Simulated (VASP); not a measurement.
# BaP2Pb2 (I4/mmm) in VASP: a series of runs

One crystal, BaP2Pb2, is run at these levels: r2SCAN; tasks: single point.

Everything below comes from runs of VASP 6.6.1. Logs are shortened: lines on timing, memory, paths and dates and some standing lists are left out, and cuts for length are marked.

## (1) The structure

The structure is tetragonal, space group I4/mmm (No. 139). The conventional cell has a = 4.410 Å, b = 4.410 Å, c = 14.514 Å, α = 90.00°, β = 90.00°, γ = 90.00°. Ba (site symmetry 4/mmm) is surrounded by 8 P at 3.72 Å and 8 Pb at 4.25 Å. Around P (site symmetry 4mm) lie 4 Pb at 2.73 Å. Around Pb (site symmetry -4m2) lie 4 P at 2.73 Å and 4 Pb at 3.12 Å.

The cell was built by a generator and needn't be a form met in nature.

## (2) Single point, r2SCAN

The input, POSCAR:

```
BaP2Pb2
1.0
    0.0000000000      4.4096560000      0.0000000000
    4.4096560000      0.0000000000      0.0000000000
    2.2048280000      2.2048280000     -7.2568950000
Ba P Pb
1 2 2
Direct
    0.0000000000      0.0000000000      0.0000000000
    0.3607000000      0.3607000000      0.2786000000
    0.6393000000      0.6393000000      0.7214000000
    0.7500000000      0.2500000000      0.5000000000
    0.2500000000      0.7500000000      0.5000000000
```

The input, INCAR.step1:

```
  ALGO = Normal
  EDIFF = 1E-4
  ENCUT = 520
  GGA = PE
  ISMEAR = -1
  LASPH = T
  LCHARG = F
  LREAL = F
  LWAVE = T
  NBANDS = 32
  NELM = 80
  PREC = Accurate
  SIGMA = 0.1
```

The input, INCAR.step2:

```
  ALGO = Normal
  EDIFF = 1E-6
  ENCUT = 520
  ISIF = 2
  ISMEAR = -1
  ISTART = 1
  LASPH = T
  LCHARG = T
  LELF = T
  LMIXTAU = T
  LREAL = F
  LVHAR = T
  LWAVE = F
  METAGGA = R2SCAN
  NBANDS = 32
  NELM = 80
  PREC = Accurate
  SIGMA = 0.1
```

The input, KPOINTS:

```
k-points
0
Gamma
  4 4 4
```

Potentials or basis: VASP PAW PBE potentials, release 64 (Ba_sv, P, Pb_d).

On the command line:

```
cat potpaw_PBE.64/Ba_sv/POTCAR potpaw_PBE.64/P/POTCAR potpaw_PBE.64/Pb_d/POTCAR > POTCAR
cp INCAR.step1 INCAR
mpirun -np 1 vasp_std > vasp.out
cp INCAR.step2 INCAR
mpirun -np 1 vasp_std > vasp.out
```

OUTCAR:

```text
EDIFF = 1E-6
   ENCUT = 520
   ISIF = 2
   ISMEAR = -1
   ISTART = 1
   LASPH = T
   LREAL = F
   METAGGA = R2SCAN
   NELM = 80
   PREC = Accurate

 ion  position               nearest neighbor table
   1  0.000  0.000  0.000-   3 3.72   3 3.72   3 3.72   2 3.72   3 3.72   2 3.72   2 3.72   2 3.72
                             5 4.25   4 4.25   5 4.25   4 4.25   4 4.25   5 4.25   5 4.25   4 4.25
   2  0.361  0.361  0.279-   4 2.73   5 2.73   5 2.73   4 2.73   1 3.72   1 3.72   1 3.72   1 3.72

   3  0.639  0.639  0.721-   5 2.73   4 2.73   4 2.73   5 2.73   1 3.72   1 3.72   1 3.72   1 3.72

   4  0.750  0.250  0.500-   2 2.73   2 2.73   3 2.73   3 2.73   5 3.12   5 3.12   5 3.12   5 3.12
                             1 4.25   1 4.25   1 4.25   1 4.25
   5  0.250  0.750  0.500-   2 2.73   2 2.73   3 2.73   3 2.73   4 3.12   4 3.12   4 3.12   4 3.12
                             1 4.25   1 4.25   1 4.25   1 4.25

  LATTYP: Found a body centered tetragonal cell.
 ALAT       =     4.4096560000
 C/A-ratio  =     3.2913655850

  Lattice vectors:

 A1 = (  -2.2048280000,   2.2048280000,   7.2568950000)
 A2 = (   2.2048280000,  -2.2048280000,   7.2568950000)
 A3 = (   2.2048280000,   2.2048280000,  -7.2568950000)

Analysis of symmetry for initial positions (statically):
=====================================================================
 Subroutine PRICEL returns:
 Original cell was already a primitive cell.

 Routine SETGRP: Setting up the symmetry group for a
 body centered tetragonal supercell.

 Subroutine GETGRP returns: Found 16 space group operations
 (whereof 16 operations were pure point group operations)
 out of a pool of 16 trial point group operations.

The static configuration has the point symmetry D_4h.

Analysis of symmetry for dynamics (positions and initial velocities):
=====================================================================
 Subroutine PRICEL returns:
 Original cell was already a primitive cell.

 Routine SETGRP: Setting up the symmetry group for a
 body centered tetragonal supercell.

 Subroutine GETGRP returns: Found 16 space group operations
 (whereof 16 operations were pure point group operations)
 out of a pool of 16 trial point group operations.

The dynamic configuration has the point symmetry D_4h.

 Subroutine INISYM returns: Found 16 space group operations
 (whereof 16 operations are pure point group operations),
 and found     1 'primitive' translations

----------------------------------------------------------------------------------------

                                     Primitive cell

  volume of cell :     141.1108

  direct lattice vectors                    reciprocal lattice vectors
     0.000000000  4.409656000  0.000000000     0.000000000  0.226775059  0.068899991
     4.409656000  0.000000000  0.000000000     0.226775059  0.000000000  0.068899991
     2.204828000  2.204828000 -7.256895000     0.000000000  0.000000000 -0.137799982

  length of vectors
     4.409656000  4.409656000  7.898421238     0.237010836  0.237010836  0.137799982

  position of ions in fractional coordinates (direct lattice)
     0.000000000  0.000000000  0.000000000
     0.360700000  0.360700000  0.278600000
     0.639300000  0.639300000  0.721400000
     0.750000000  0.250000000  0.500000000
     0.250000000  0.750000000  0.500000000

  ion indices of the primitive-cell ions
   primitive index   ion index
                 1           1
                 2           2
                 3           3
                 4           4
                 5           5

----------------------------------------------------------------------------------------

 KPOINTS: k-points

Automatic generation of k-mesh.
 Grid dimensions read from file:
 generate k-points for:    4    4    4

 Generating k-lattice:

  Cartesian coordinates                     Fractional coordinates (reciprocal lattice)
     0.000000000  0.056693765  0.017224998     0.250000000  0.000000000  0.000000000
     0.056693765  0.000000000  0.017224998     0.000000000  0.250000000  0.000000000
     0.000000000  0.000000000 -0.034449995     0.000000000  0.000000000  0.250000000

  Length of vectors
     0.059252709  0.059252709  0.034449995

  Shift w.r.t. Gamma in fractional coordinates (k-lattice)
     0.000000000  0.000000000  0.000000000

 Subroutine IBZKPT returns following result:
 ===========================================

 Found     13 irreducible k-points:

 Following reciprocal coordinates:
            Coordinates               Weight
  0.000000  0.000000  0.000000      1.000000
  0.250000  0.000000  0.000000      8.000000
  0.500000  0.000000  0.000000      4.000000
  0.250000  0.250000  0.000000      8.000000
  0.500000  0.250000  0.000000     16.000000
 -0.250000  0.250000  0.000000      4.000000
  0.500000  0.500000  0.000000      2.000000
  0.000000  0.000000  0.250000      2.000000
  0.500000  0.000000  0.250000      4.000000
 -0.250000  0.000000  0.250000      8.000000
  0.500000  0.500000  0.250000      2.000000
 -0.250000 -0.250000  0.250000      4.000000
  0.000000  0.000000  0.500000      1.000000
   k-points           NKPTS =     13   k-points in BZ     NKDIM =     13   number of bands    NBANDS=     32
   number of dos      NEDOS =    301   number of ions     NIONS =      5
   total plane-waves  NPLWV =  77760
   dimension x,y,z NGX =    36 NGY =   36 NGZ =   60
   dimension x,y,z NGXF=    72 NGYF=   72 NGZF=  120
   ions per type =               1   2   2
   NGX,Y,Z   is equivalent  to a cutoff of  13.57, 13.57, 12.63 a.u.
   NGXF,Y,Z  is equivalent  to a cutoff of  27.14, 27.14, 25.26 a.u.
 SYSTEM =  unknown system
   PREC   = accura    normal or accurate (medium, high low for compatibility)
   ISTART =      1    job   : 0-new  1-cont  2-samecut
   ICHARG =      0    charge: 1-file 2-atom 10-const
   ISPIN  =      1    spin polarized calculation?
   LNONCOLLINEAR =      F non collinear calculations
   LSORBIT =      F    spin-orbit coupling
   LASPH  =      T    aspherical Exc in radial PAW
   ENCUT  =  520.0 eV  38.22 Ry    6.18 a.u.   8.20  8.20 14.69*2*pi/ulx,y,z
   NELM   =     80;   NELMIN=  2; NELMDL=  0     # of ELM steps
   EDIFF  = 0.1E-05   stopping-criterion for ELM
   LREAL  =      F    real-space projection
   EDIFFG = 0.1E-04   stopping-criterion for IOM
   NSW    =      0    number of steps for IOM
   IBRION =     -1    ionic relax: 0-MD 1-quasi-New 2-CG
   NFREE  =      0    steps in history (QN), initial steepest desc. (CG)
   ISIF   =      2    stress and relaxation
   ISYM   =      2    0-nonsym 1-usesym 2-fastsym
   POTIM  = 0.5000    time-step for ionic-motion
   TEBEG  =    0.0;   TEEND  =   0.0 temperature during run
   PSTRESS=    0.0 pullay stress
   NELECT =      48.0000    total number of electrons
   NUPDOWN=      -1.0000    fix difference up-down
   EMIN   =  10.00;   EMAX   =-10.00  energy-range for DOS
   EFERMI =   0.00;   METHOD = LEGACY
   ISMEAR =    -1;   SIGMA  =   0.10  broadening in eV -4-tet -1-fermi 0-gaus
   EFERMI_NEDOS =   21; number of points for ismear=-14 and -15
   IALGO  =     38    algorithm
   IMIX   =      4    mixing-type and parameters
     AMIX     =   0.40;   BMIX     =  1.00
     AMIX_MAG =   1.60;   BMIX_MAG =  1.00
  volume/ion in A,a.u.               =      28.22       190.45
  Fermi-wavevector in a.u.,A,eV,Ry     =   1.142795  2.159570 17.768955  1.305981
  Thomas-Fermi vector in A             =   2.279492
   LORBIT       =      0    0 simple, 1 ext, 2 COOP (PROOUT), +10 PAW based schemes
   METAGGA = R2SCAN    functional components
   LHFCALC =     F    Hartree Fock is set to
   AEXX    =    0.0000 exact exchange contribution
   IVDW    =     0    specifies the selected vdW correction
   LEPSILON=     F    determine dielectric tensor
   LRPA    =     F    only Hartree local field effects (RPA)
 non-spin polarized calculation
  energy-cutoff  :      520.00
  volume of cell :      141.11
 maximum number of plane-waves:      3818
 NGX is ok and might be reduce to    36
   NGX = 17   NGY = 17   NGZ = 29

 number of electron      47.9999996 magnetization

 Free energy of the ion-electron system (eV)
  ---------------------------------------------------
  ext. energy  EPLUGINS =         0.00000000
  ---------------------------------------------------
  free energy    TOTEN  =      -156.79177965 eV

  energy without entropy =     -156.72632863  energy(sigma->0) =     -156.75905414

 E-fermi :   6.3401     XC(G=0): -10.0526

 val. band max:        6.2092570903   @ k =   0.5000   0.5000   0.0000
 cond. band min:       6.3557553945   @ k =   0.2500   0.2500   0.0000
 fundamental gap:      0.1464983042
 Fermi energy:         6.3401208471

 k-point     1 :       0.0000    0.0000    0.0000
  band No.  band energies     occupation
      1     -23.8110      2.00000
      2     -12.4608      2.00000
      3     -12.3723      2.00000
      4     -12.0637      2.00000
      5     -11.9952      2.00000
      6     -11.9952      2.00000
[... 24 lines left out ...]
     31      10.1806      0.00000
     32      10.7661      0.00000

 k-point     2 :       0.2500    0.0000    0.0000
  band No.  band energies     occupation
      1     -23.8030      2.00000
      2     -12.3249      2.00000
      3     -12.2573      2.00000
      4     -12.0024      2.00000
      5     -11.9580      2.00000
      6     -11.9533      2.00000
[... 24 lines left out ...]
     31       9.0542      0.00000
     32       9.3241      0.00000
[... 348 lines left out ...]
     31       9.6813      0.00000
     32      10.0295      0.00000

 k-point    13 :       0.0000    0.0000    0.5000
  band No.  band energies     occupation
      1     -23.8109      2.00000
      2     -12.4608      2.00000
      3     -12.3726      2.00000
      4     -12.0641      2.00000
      5     -11.9948      2.00000
      6     -11.9948      2.00000
[... 24 lines left out ...]
     31       9.4185      0.00000
     32       9.4185      0.00000

------------------------ aborting loop because EDIFF is reached ----------------------------------------

  FORCE on cell =-STRESS in cart. coord.  units (eV):
  Direction    XX          YY          ZZ          XY          YZ          ZX
  --------------------------------------------------------------------------------------
  -------------------------------------------------------------------------------------
  Total       11.3912290     11.3912290      5.9303430      0.0000000     -0.0000000      0.0000000
  in kB      129.3364406    129.3364406     67.3333360      0.0000000     -0.0000000      0.0000000
  external PRESSURE =     108.6687391 kB  Pullay stress =       0.0000000 kB

 VOLUME and BASIS-vectors are now :
 -----------------------------------------------------------------------------
  energy-cutoff  :      520.00
  volume of cell :      141.11
      direct lattice vectors                 reciprocal lattice vectors
     0.000000000  4.409656000  0.000000000     0.000000000  0.226775059  0.068899991
     4.409656000  0.000000000  0.000000000     0.226775059  0.000000000  0.068899991
     2.204828000  2.204828000 -7.256895000     0.000000000  0.000000000 -0.137799982

 POSITION                                       TOTAL-FORCE (eV/Angst)
 -----------------------------------------------------------------------------------
      0.00000      0.00000      0.00000         0.000000      0.000000      0.000000
      2.20483      2.20483     -2.02177         0.000000      0.000000      2.627814
      4.40966      4.40966     -5.23512         0.000000      0.000000     -2.627814
      2.20483      4.40966     -3.62845         0.000000     -0.000000      0.000000
      4.40966      2.20483     -3.62845        -0.000000     -0.000000     -0.000000
 -----------------------------------------------------------------------------------
    total drift:                               -0.000000      0.000000     -0.000000

  FREE ENERGIE OF THE ION-ELECTRON SYSTEM (eV)
  ---------------------------------------------------
  free  energy   TOTEN  =      -156.7917796539 eV

  energy  without entropy=     -156.7263286270  energy(sigma->0) =     -156.75905414
```

It took 2 min on 1 thread of Intel Xeon 6975P-C (Granite Rapids), shared host; peak memory 0.32 GiB.

What came out:

| Property | Result |
| --- | --- |
| Free energy | -156.7918 eV |
| Pressure | 10.9 GPa |
| Largest force | 2.628 eV/Å |
| Band gap on the k mesh | none (metal or under the smearing width) |

Forces on the atoms (eV/Å):
```
Ba   0.000  0.000  0.000
P    0.000  0.000  2.628
P    0.000  0.000 -2.628
Pb   0.000  0.000  0.000
Pb   0.000  0.000  0.000
```

Stress tensor (GPa, compression positive):
```
12.93  0.00  0.00
 0.00 12.93  0.00
 0.00  0.00  6.73
```

Caveat: the k mesh is coarse (spacing up to 0.37 Å⁻¹), so the values aren't converged; the PAW data sets were made with another functional, which shifts forces and pressure a little. Spin-orbit coupling is left out, which matters for the levels of Ba, Pb.

[end of part 1 of 2]
